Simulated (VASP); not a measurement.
An input for Quantum ESPRESSO's pw.x (written as the equivalent of a VASP run, and not itself run):

```
&CONTROL
  calculation = 'vc-relax'
  pseudo_dir = './pseudo'
  outdir = './out'
  tprnfor = .true.
  tstress = .true.
  nstep = 30
  forc_conv_thr = 0.00039
/
&SYSTEM
  ibrav = 0
  nat = 6
  ntyp = 2
  ecutwfc = 80
  occupations = 'smearing'
  smearing = 'gaussian'
  degauss = 0.003675
  input_dft = 'pbesol'
/
&ELECTRONS
  conv_thr = 7.3e-09
  electron_maxstep = 100
/
&IONS
/
&CELL
  cell_dofree = 'shape'
/
ATOMIC_SPECIES
  Mo 95.950 Mo.upf
  S 32.060 S.upf
CELL_PARAMETERS angstrom
     1.5868403   -2.7484877    0.0000000
     1.5868403    2.7484877    0.0000000
     0.0000000    0.0000000   12.7018705
ATOMIC_POSITIONS crystal
  Mo   0.3333330  0.6666670  0.2500000
  Mo   0.6666670  0.3333330  0.7500000
  S    0.3333330  0.6666670  0.8738889
  S    0.6666670  0.3333330  0.3738889
  S    0.6666670  0.3333330  0.1261111
  S    0.3333330  0.6666670  0.6261111
K_POINTS automatic
  10 10 2 0 0 0
```

Translate this input to VASP (INCAR, KPOINTS, POSCAR, choice of POTCAR).

One answer among several that fit: 
File KPOINTS:
```
Automatic mesh
0
Gamma
10 10 2
0 0 0
```

**POSCAR**
```
MoS2
1
    1.5868402506    -2.7484876635     0.0000000000
    1.5868402506     2.7484876635     0.0000000000
    0.0000000000     0.0000000000    12.7018705323
Mo S
2 4
Direct
  0.3333330000   0.6666670000   0.2500000000
  0.6666670000   0.3333330000   0.7500000000
  0.3333330000   0.6666670000   0.8738888999
  0.6666670000   0.3333330000   0.3738888999
  0.6666670000   0.3333330000   0.1261111001
  0.3333330000   0.6666670000   0.6261111001
```

**INCAR**
```
SYSTEM = MoS2
PREC = Accurate; ENCUT = 520; LREAL = .FALSE.
LASPH = .TRUE.
EDIFF = 1E-7; NELM = 100; ALGO = Normal
LMAXMIX = 4
ISMEAR = 0; SIGMA = 0.05
GGA = PS
IBRION = 2; NSW = 30; ISIF = 4
EDIFFG = -0.01
LWAVE = .FALSE.; LCHARG = .FALSE.
```

POTCAR, in this order: Mo_sv S (PBE.64 set). Program: vasp_std.

The two are equivalent in intent, not identical: the potentials are each code's own (VASP's PAW set, PseudoDojo norm-conserving files in pw.x), so ENCUT and ecutwfc are chosen apart and not converted; conv_thr bounds pw.x's estimated SCF error, while EDIFF bounds the energy change between steps; forc_conv_thr acts on force components and is met together with etot_conv_thr.

The compound is MoS2 in the 2H layered structure. This cell is one point of a volume scan, at 1.03 of the reference volume. Symmetry was kept, so distortions that lower it aren't found.
